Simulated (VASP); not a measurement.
Given:

```xyz
2
Lattice="0.0000 2.8542 2.8542 2.8542 0.0000 2.8542 2.8542 2.8542 0.0000" Properties=species:S:1:pos:R:3 pbc="T T T"
Be     0.0000     0.0000     0.0000
Te     1.4271     1.4271     1.4271
```

The numbers are results of revPBE GGA, VASP's PBE PAW potentials (set 64) (plane waves; VASP), not measurements. Settings: 520 eV cut-off, Gaussian smearing of 0.050 eV, potentials Be Te.

Unless said otherwise, spin-orbit coupling is left out, though it shifts the bands of the heavy elements here.

What does the run give for the band gap (along the path) with the smallest direct gap where there is one?

| Property | Value |
|---|---|
| band gap (along the path) | 2.14 eV |
| smallest direct gap (along the path) | 3.60 eV |

Only differences to runs with the same potentials and settings are physical.

The compound is BeTe in the zinc blende structure. It was relaxed first.
